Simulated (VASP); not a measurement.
A snapshot from molecular dynamics of Se, step 11; the first frame, the perfect lattice, has an electronic free energy F (no ionic kinetic energy) of -3.447 eV/atom. The Γ point alone samples so small a cell crudely.

Consider the following.

```
Se
1.0
    6.55500   -11.35359     0.00000
    6.55500    11.35359     0.00000
    0.00000     0.00000     9.90000
Se
54
Direct
  0.99215   0.08028   0.33878
  0.25538   0.25476   0.00887
  0.07266   0.99855   0.17317
  0.00243   0.08078   0.83674
  0.25673   0.26118   0.49827
  0.07302   0.99249   0.65759
  0.99933   0.40725   0.32850
  0.25333   0.59605   0.00525
  0.07696   0.32883   0.17116
  0.99994   0.41317   0.84005
  0.25714   0.59589   0.49180
  0.07149   0.33086   0.66772
  0.99949   0.74546   0.32346
  0.25883   0.92292   0.99602
  0.08701   0.66589   0.16497
  0.98573   0.73252   0.83384
  0.25741   0.92770   0.49534
  0.07408   0.66328   0.67736
  0.32347   0.07232   0.33465
  0.59984   0.26289   0.99754
  0.40908   0.00646   0.16402
  0.34912   0.08448   0.83651
  0.59206   0.26799   0.49282
  0.41654   0.99903   0.67168
  0.33741   0.40077   0.32534
  0.58447   0.58893   0.99521
  0.41364   0.33378   0.17768
  0.33413   0.41843   0.83494
  0.59763   0.59037   0.49697
  0.39729   0.32963   0.67917
  0.33924   0.74671   0.33030
  0.58562   0.91939   0.00309
  0.41827   0.66631   0.16372
  0.34106   0.74594   0.83689
  0.58672   0.92474   0.50218
  0.40534   0.66266   0.65636
  0.66351   0.07534   0.32943
  0.91458   0.25242   0.99425
  0.75098   0.01043   0.17385
  0.66899   0.08159   0.83599
  0.92076   0.25247   0.50599
  0.75075   0.00630   0.67280
  0.66584   0.40725   0.33451
  0.92428   0.59407   0.00501
  0.75094   0.33729   0.16351
  0.66726   0.40353   0.83786
  0.92226   0.59177   0.48729
  0.73551   0.32667   0.66091
  0.66521   0.74031   0.33621
  0.91329   0.91481   0.99582
  0.74196   0.66642   0.15891
  0.67549   0.74313   0.83922
  0.91896   0.91176   0.49644
  0.74541   0.66577   0.66405
```

Calculation: PBE GGA, VASP's PBE PAW potentials (set 64) (plane waves; VASP). Numerical set-up: PREC = Normal, LREAL = Auto, ISYM = 0, EDIFF = 1E-5, 300 eV cut-off, 1×1×1 Γ-centred mesh, Fermi-Dirac smearing of 0.060 eV, potentials Se.

### Question
Give F per atom of this frame and the forces (eV/Å).

### Answer
-3.425 eV/atom.
```
atom     Fx     Fy     Fz
----  -----  -----  -----
Se1   -0.17  -0.59  -0.27
Se2    0.06   0.11  -0.37
Se3   -0.18   0.52  -0.32
Se4   -0.50  -0.44  -0.33
Se5   -1.05  -0.18   0.56
Se6    0.20   0.23   0.55
Se7   -0.01   0.10   0.38
Se8    0.01  -0.50  -0.10
Se9   -0.27   0.04  -0.46
Se10  -0.14   0.11  -0.24
Se11  -0.74   0.05   0.11
Se12   0.41  -0.20   0.23
Se13   0.17  -0.24   0.24
Se14  -0.02   0.11   0.11
Se15   0.09   0.41  -0.01
Se16   0.76   0.46  -0.24
Se17  -0.71  -0.50   0.91
Se18  -0.13   0.03  -0.94
Se19   0.65   0.46  -0.43
Se20  -1.51  -0.46   0.89
Se21  -0.09  -0.40   0.07
Se22  -0.27   0.21  -0.22
Se23  -2.03  -0.35   0.89
Se24   0.12   0.10  -0.39
Se25   0.81   2.47   1.52
Se26  -0.36  -0.25   0.33
Se27  -0.01  -1.91  -2.07
Se28  -0.45   0.33   0.78
Se29  -0.86   0.10   0.21
Se30   0.53  -0.67  -0.62
Se31   0.46   0.20  -0.38
Se32   0.60  -0.07   0.00
Se33  -0.07   0.24   0.11
Se34   0.02   0.32  -0.33
Se35   0.25  -0.34   0.18
Se36   0.36  -0.38   0.65
Se37   0.14   0.50   0.61
Se38   0.19  -0.22   0.47
Se39  -0.50  -0.37  -0.72
Se40  -0.31  -0.18   0.16
Se41  -0.23   0.23  -0.39
Se42  -0.30   0.20  -0.30
Se43   1.51   0.87  -1.30
Se44  -0.74  -0.53   0.40
Se45   0.30  -0.52   0.40
Se46   1.11   1.07  -1.13
Se47   0.10  -0.18   0.61
Se48   0.77  -0.78   0.38
Se49   0.43   0.33  -0.66
Se50   0.76   0.06   0.32
Se51   0.08  -0.18   0.43
Se52   0.21   0.73  -0.67
Se53   0.20   0.42   0.09
Se54   0.35  -0.60   0.29
```

The cell is a supercell, built from Se (trig). Its lattice is the typed one, not relaxed at this level.
